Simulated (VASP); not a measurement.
All values below come from PBEsol GGA, VASP's PBE PAW potentials (set 64) (plane waves; VASP).

VASP ran on this input.

### KPOINTS
```
kpoints
0
G
16 16 16
0 0 0
```

**POSCAR**
```
W
1.0
 -1.5493094911   1.5493094911   1.5493094911
  1.5493094911  -1.5493094911   1.5493094911
  1.5493094911   1.5493094911  -1.5493094911
W
1
Cartesian
  0.0000000000   0.0000000000   0.0000000000
```

**INCAR**
```
ALGO=Normal
EDIFF=1E-6
EDIFFG=-0.02
ENCUT=500
GGA=PS
IBRION=2
ISIF=3
ISMEAR=1
LASPH=.TRUE.
LCHARG=.FALSE.
LMAXMIX=6
LREAL=.FALSE.
LWAVE=.FALSE.
NELM=100
NSW=40
PREC=Accurate
PSTRESS=300
SIGMA=0.1
SYSTEM=W
```

POTCAR, in this order: W_sv (PBE.64 set). Program: vasp_std.

Output

OUTCAR:
```
 ion  position               nearest neighbor table
   1  0.000  0.000  0.000-
  LATTYP: Found a body centered cubic cell.
 ALAT       =     3.0986189822
 Subroutine PRICEL returns:
 Original cell was already a primitive cell.
 Subroutine GETGRP returns: Found 48 space group operations
The static configuration has the point symmetry O_h .
The dynamic configuration has the point symmetry O_h .
 Subroutine INISYM returns: Found 48 space group operations
 Subroutine IBZKPT returns following result:
 Found    145 irreducible k-points:

 Following reciprocal coordinates:
            Coordinates               Weight
  0.000000  0.000000  0.000000      1.000000
  0.062500  0.000000  0.000000     12.000000
  0.125000  0.000000  0.000000     12.000000
  0.187500  0.000000  0.000000     12.000000
  0.250000  0.000000  0.000000     12.000000
  0.312500  0.000000  0.000000     12.000000
  0.375000  0.000000  0.000000     12.000000
  0.437500  0.000000  0.000000     12.000000
  0.500000  0.000000  0.000000      6.000000
  0.062500  0.062500  0.000000     24.000000
  0.125000  0.062500  0.000000     48.000000
  0.187500  0.062500  0.000000     48.000000
  0.250000  0.062500  0.000000     48.000000
  0.312500  0.062500  0.000000     48.000000
  0.375000  0.062500 -0.000000     48.000000
  0.437500  0.062500  0.000000     48.000000
  0.125000  0.125000  0.000000     24.000000
  0.187500  0.125000  0.000000     48.000000
  0.250000  0.125000  0.000000     48.000000
  0.312500  0.125000  0.000000     48.000000
  0.375000  0.125000  0.000000     48.000000
  0.437500  0.125000  0.000000     24.000000
  0.187500  0.187500  0.000000     24.000000
  0.250000  0.187500  0.000000     48.000000
  0.312500  0.187500  0.000000     48.000000
...
```

**OSZICAR**
```
       N       E                     dE             d eps       ncg     rms          rms(c)
DAV:   1     0.736368324370E+02    0.73637E+02   -0.77207E+03  3198   0.143E+03
DAV:   2    -0.128638930806E+02   -0.86501E+02   -0.83396E+02  3439   0.329E+02
DAV:   3    -0.143909174240E+02   -0.15270E+01   -0.15161E+01  3603   0.428E+01
DAV:   4    -0.143982784788E+02   -0.73611E-02   -0.73605E-02  3433   0.325E+00
DAV:   5    -0.143983316018E+02   -0.53123E-04   -0.53122E-04  3565   0.281E-01    0.244E+01
DAV:   6    -0.139011987979E+02    0.49713E+00   -0.52937E-01  3406   0.979E+00    0.102E+01
DAV:   7    -0.137637350732E+02    0.13746E+00   -0.28905E-01  3490   0.674E+00    0.489E-01
DAV:   8    -0.137584373152E+02    0.52978E-02   -0.41140E-03  3301   0.994E-01    0.915E-02
DAV:   9    -0.137584538050E+02   -0.16490E-04   -0.44030E-05  3588   0.892E-02    0.581E-02
DAV:  10    -0.137584529857E+02    0.81926E-06   -0.95062E-06  3490   0.454E-02
   1 F= -.10973068E+02 E0= -.10972886E+02  d E =-.109731E+02
       N       E                     dE             d eps       ncg     rms          rms(c)
DAV:   1    -0.154529040257E+02   -0.16945E+01   -0.53975E+01  3337   0.115E+02    0.269E+01
DAV:   2    -0.135419851880E+02    0.19109E+01   -0.25457E+00  3250   0.246E+01    0.614E+00
DAV:   3    -0.131210276719E+02    0.42096E+00   -0.97226E-01  3325   0.145E+01    0.480E+00
DAV:   4    -0.131202298874E+02    0.79778E-03   -0.27997E-02  3310   0.227E+00    0.344E-01
DAV:   5    -0.131190151596E+02    0.12147E-02   -0.50392E-03  3376   0.100E+00    0.470E-02
DAV:   6    -0.131190084304E+02    0.67292E-05   -0.54188E-05  3352   0.104E-01    0.491E-02
DAV:   7    -0.131190077873E+02    0.64308E-06   -0.38959E-06  3415   0.275E-02
   2 F= -.10693481E+02 E0= -.10693422E+02  d E =0.279587E+00
       N       E                     dE             d eps       ncg     rms          rms(c)
DAV:   1    -0.153926193717E+02   -0.22736E+01   -0.42966E+01  3304   0.112E+02    0.180E+01
DAV:   2    -0.139466602163E+02    0.14460E+01   -0.22966E+00  3262   0.201E+01    0.509E+00
DAV:   3    -0.137045829084E+02    0.24208E+00   -0.69080E-01  3358   0.112E+01    0.262E+00
DAV:   4    -0.137091755158E+02   -0.45926E-02   -0.12279E-02  3298   0.149E+00    0.308E-01
DAV:   5    -0.137090811794E+02    0.94336E-04   -0.21122E-03  3439   0.608E-01    0.332E-02
DAV:   6    -0.137090758938E+02    0.52856E-05   -0.23230E-05  3340   0.677E-02    0.351E-03
DAV:   7    -0.137090760023E+02   -0.10849E-06   -0.15717E-07  1989   0.562E-03
   3 F= -.10984024E+02 E0= -.10983895E+02  d E =-.109556E-01
       N       E                     dE             d eps       ncg     rms          rms(c)
DAV:   1    -0.137057985835E+02    0.32773E-02   -0.51030E-03  3325   0.116E+00    0.215E-01
DAV:   2    -0.137056187292E+02    0.17985E-03   -0.25366E-04  3277   0.224E-01    0.512E-02
DAV:   3    -0.137055856226E+02    0.33107E-04   -0.88531E-05  3361   0.129E-01    0.366E-02
DAV:   4    -0.137055871139E+02   -0.14913E-05   -0.23347E-06  3109   0.207E-02    0.547E-03
DAV:   5    -0.137055870554E+02    0.58523E-07   -0.19451E-07  1621   0.607E-03
   4 F= -.10984065E+02 E0= -.10983938E+02  d E =-.109966E-01
```

**OUTCAR**
```
------------------------ aborting loop because EDIFF is reached ----------------------------------------
  FORCE on cell =-STRESS in cart. coord.  units (eV):
  Direction    XX          YY          ZZ          XY          YZ          ZX
  --------------------------------------------------------------------------------------
  Total        2.7166249      2.7166249      2.7166249      0.0000000     -0.0000000      0.0000000
  in kB      299.4601430    299.4601430    299.4601430      0.0000000     -0.0000000      0.0000000
  external PRESSURE =      -0.5398570 kB  Pullay stress =     300.0000000 kB
  volume of cell :       14.53
      direct lattice vectors                 reciprocal lattice vectors
    -1.537377115  1.537377115  1.537377115     0.000000000  0.325229246  0.325229246
     1.537377115 -1.537377115  1.537377115     0.325229246  0.000000000  0.325229246
     1.537377115  1.537377115 -1.537377115     0.325229246  0.325229246  0.000000000
 POSITION                                       TOTAL-FORCE (eV/Angst)
 -----------------------------------------------------------------------------------
     -1.53738      1.53738      1.53738         0.000000     -0.000000      0.000000
 -----------------------------------------------------------------------------------
    total drift:                               -0.000000     -0.000000      0.000000
  FREE ENERGIE OF THE ION-ELECTRON SYSTEM (eV)
  ---------------------------------------------------
  free  energy   TOTEN  =       -13.7055870554 eV

  energy  without entropy=      -13.7052083076  energy(sigma->0) =      -13.70546081
  enthalpy is  TOTEN    =       -10.9840647400 eV   P V=        2.7215223155

 reached required accuracy - stopping structural energy minimisation
```
(Selected blocks of OUTCAR.)

### CONTCAR
```
W
   1.00000000000000
    -1.5373771151313964    1.5373771151313964    1.5373771151313964
     1.5373771151313964   -1.5373771151313964    1.5373771151313964
     1.5373771151313964    1.5373771151313964   -1.5373771151313964
  W
     1
Direct
     1.0000000000000000    0.0000000000000000    0.0000000000000000
```

Energy and stress use the plane-wave basis of the starting cell.

The compound is W in the bcc structure. This run relaxes it under an external pressure of 30 GPa. Symmetry was kept, so distortions that lower it aren't found.
